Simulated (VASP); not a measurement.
VASP input:

File KPOINTS:
```
Automatic mesh
0
Gamma
8 8 5
0 0 0
```

**INCAR**
```
# general
SYSTEM = AlN
PREC   = Accurate
ENCUT  = 620
LREAL  = F
LASPH  = T

# electronic loop
EDIFF  = 1E-6
NELM   = 100
ALGO   = Normal

# smearing
ISMEAR = 0
SIGMA  = 0.05

# ions
IBRION = 2
NSW    = 40
ISIF   = 3
EDIFFG = -0.02

# output
LWAVE  = F
LCHARG = F
```

**POSCAR**
```
AlN
1
    1.5453941034    -2.6767010991    -0.0000000000
    1.5453941034     2.6767010991     0.0000000000
    0.0000000000    -0.0000000000     4.9487192933
Al N
2 2
Direct
  0.6666670000   0.3333330000   0.5000746821
  0.3333330000   0.6666670000   0.0000746821
  0.6666670000   0.3333330000   0.8819253179
  0.3333330000   0.6666670000   0.3819253179
```

POTCAR, in this order: Al N (LDA.64 set). Program: vasp_std.

### Question
Translate this LDA calculation to Quantum ESPRESSO's pw.x.

### Answer
One equivalent input (not run):
```
&CONTROL
  calculation = 'vc-relax'
  pseudo_dir = './pseudo'
  outdir = './out'
  tprnfor = .true.
  tstress = .true.
  nstep = 40
  forc_conv_thr = 0.00078
/
&SYSTEM
  ibrav = 0
  nat = 4
  ntyp = 2
  ecutwfc = 84
  occupations = 'smearing'
  smearing = 'gaussian'
  degauss = 0.003675
  input_dft = 'pz'
/
&ELECTRONS
  conv_thr = 7.3e-08
  electron_maxstep = 100
/
&IONS
/
&CELL
/
ATOMIC_SPECIES
  Al 26.982 Al.upf
  N 14.007 N.upf
CELL_PARAMETERS angstrom
     1.5453941   -2.6767011   -0.0000000
     1.5453941    2.6767011    0.0000000
     0.0000000   -0.0000000    4.9487193
ATOMIC_POSITIONS crystal
  Al   0.6666670  0.3333330  0.5000747
  Al   0.3333330  0.6666670  0.0000747
  N    0.6666670  0.3333330  0.8819253
  N    0.3333330  0.6666670  0.3819253
K_POINTS automatic
  8 8 5 0 0 0
```
The two are equivalent in intent, not identical: the potentials are each code's own (VASP's PAW set, PseudoDojo norm-conserving files in pw.x), so ENCUT and ecutwfc are chosen apart and not converted; conv_thr bounds pw.x's estimated SCF error, while EDIFF bounds the energy change between steps; forc_conv_thr acts on force components and is met together with etot_conv_thr.

The compound is AlN in the wurtzite structure. It was relaxed first.
